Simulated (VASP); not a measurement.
Here is the system:

```cif
data_Ni
_chemical_formula_sum 'Ni1'
_space_group_name_H-M_alt 'P 1'
_space_group_IT_number 1
_cell_length_a 2.48805
_cell_length_b 2.48805
_cell_length_c 2.48805
_cell_angle_alpha 60.000
_cell_angle_beta 60.000
_cell_angle_gamma 60.000
loop_
_space_group_symop_operation_xyz
  'x, y, z'
loop_
_atom_site_label
_atom_site_type_symbol
_atom_site_fract_x
_atom_site_fract_y
_atom_site_fract_z
_atom_site_occupancy
Ni1 Ni 0.00000 0.00000 0.00000 1
```
Starting moments (μB, in the order of the record's atoms Ni): 0.6.

Method: PW91 GGA, VASP's PBE PAW potentials (set 64) (plane waves; VASP). Settings: 520 eV cut-off, 18×18×18 Γ-centred mesh, first-order Methfessel-Paxton smearing of 0.10 eV, potentials Ni.

Question: Give the energy at these volumes per atom, relative to the lowest: 10.23, 10.56, 10.88, 11.21, 11.54 Å³.

Answer: 28.0, 6.8, 0.0, 5.4, 21.0 meV/atom. A third-order Birch-Murnaghan fit gives B0 = 198 GPa and B0′ = 4.9.

Measured: bulk modulus 192 GPa at 0 K (computed value off by +2.6 %), as given by Daniel Mejia-Rodriguez et al., Physical Review B (2018), arXiv:1807.09216 [0 K value with the zero-point phonon effect removed]; a 3.508 Å at 0 K (computed value off by +0.3 %), as given by Daniel Mejia-Rodriguez et al., Physical Review B (2018), arXiv:1807.09216 [static lattice: zero-point anharmonic expansion removed].

The compound is Ni in the fcc structure. It was relaxed first.
